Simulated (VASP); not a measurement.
Output of a VASP run:

### OSZICAR
```
       N       E                     dE             d eps       ncg     rms          rms(c)
DAV:   1     0.101963512033E+03    0.10196E+03   -0.77807E+03  4486   0.112E+03
DAV:   2    -0.429260221971E+00   -0.10239E+03   -0.97201E+02  4881   0.257E+02
DAV:   3    -0.456451223659E+01   -0.41353E+01   -0.41135E+01  5436   0.541E+01
DAV:   4    -0.460532560782E+01   -0.40813E-01   -0.40800E-01  6165   0.489E+00
DAV:   5    -0.460546697069E+01   -0.14136E-03   -0.14136E-03  5504   0.259E-01    0.756E+00
DAV:   6    -0.438547474153E+01    0.21999E+00   -0.54578E-01  5161   0.110E+01    0.606E+00
DAV:   7    -0.437589326999E+01    0.95815E-02   -0.11038E-01  4926   0.263E+00    0.226E+00
DAV:   8    -0.437393408950E+01    0.19592E-02   -0.11116E-02  4626   0.143E+00    0.626E-01
DAV:   9    -0.437369010262E+01    0.24399E-03   -0.83676E-04  5421   0.361E-01    0.127E-01
DAV:  10    -0.437369783268E+01   -0.77301E-05   -0.83415E-05  4944   0.965E-02    0.536E-02
DAV:  11    -0.437370466800E+01   -0.68353E-05   -0.23252E-05  4866   0.452E-02    0.292E-02
DAV:  12    -0.437370344927E+01    0.12187E-05   -0.40197E-06  5066   0.193E-02    0.147E-02
DAV:  13    -0.437370344318E+01    0.60952E-08   -0.28247E-07  4956   0.392E-03
   1 F= -.43737034E+01 E0= -.43737721E+01  d E =0.206041E-03
```

File OUTCAR:
```
------------------------ aborting loop because EDIFF is reached ----------------------------------------
  FORCE on cell =-STRESS in cart. coord.  units (eV):
  Direction    XX          YY          ZZ          XY          YZ          ZX
  --------------------------------------------------------------------------------------
  Total        0.0102224      0.0139189      0.0139189     -0.0000000      0.3166386      0.0000000
  in kB        0.2368875      0.3225475      0.3225475     -0.0000000      7.3375952      0.0000000
  external PRESSURE =       0.2939942 kB  Pullay stress =       0.0000000 kB
  volume of cell :       69.14
      direct lattice vectors                 reciprocal lattice vectors
     0.000000000  3.225125149  3.225125149    -0.153482416  0.155032743  0.155032743
     3.257702171 -0.032577022  3.257702171     0.153482416 -0.151962788  0.151962788
     3.257702171  3.257702171 -0.032577022     0.153482416  0.151962788 -0.151962788
 POSITION                                       TOTAL-FORCE (eV/Angst)
 -----------------------------------------------------------------------------------
      0.00000      0.00000      0.00000        -0.097463      0.000000      0.000000
      1.62885      1.61256      1.61256         0.097463      0.000000     -0.000000
 -----------------------------------------------------------------------------------
    total drift:                                0.000425     -0.000000     -0.000000
  FREE ENERGIE OF THE ION-ELECTRON SYSTEM (eV)
  ---------------------------------------------------
  free  energy   TOTEN  =        -4.3737034432 eV

  energy  without entropy=       -4.3739094845  energy(sigma->0) =       -4.37377212
```
(Selected blocks of OUTCAR.)

File POSCAR:
```
HgTe
1
    0.0000000000     3.2251251493     3.2251251493
    3.2577021710    -0.0325770217     3.2577021710
    3.2577021710     3.2577021710    -0.0325770217
Hg Te
1 1
Direct
  0.0000000000   0.0000000000   0.0000000000
  0.2500000000   0.2500000000   0.2500000000
```

Q: Write an INCAR and KPOINTS that could have produced this output.

A: One answer among several that fit: the input of the run itself, PBEsol GGA, plane waves, VASP's PBE PAW potentials (set 64).

KPOINTS:
```
Regular mesh
0
gamma
10 10 10
```

**INCAR**
```
! general
SYSTEM  = HgTe
PREC    = Accurate
ENCUT   = 480
LREAL   = .False.   ! projection in real space or not
LASPH   = .True.   ! aspherical one-centre terms

! electronic loop
EDIFF   = 1E-7   ! SCF stop (eV)
NELM    = 100
ALGO    = Normal
LMAXMIX = 6

! smearing
ISMEAR  = 1   ! Methfessel-Paxton
SIGMA   = 0.1   ! width (eV)

! functional
GGA     = PS   ! PBEsol

! ions
ISIF    = 2

! output
LWAVE   = .False.
LCHARG  = .False.
```

POTCAR, in this order: Hg Te (PBE.64 set). Program: vasp_std.

The compound is HgTe in the zinc blende structure. This cell was strained or had an atom moved on purpose.
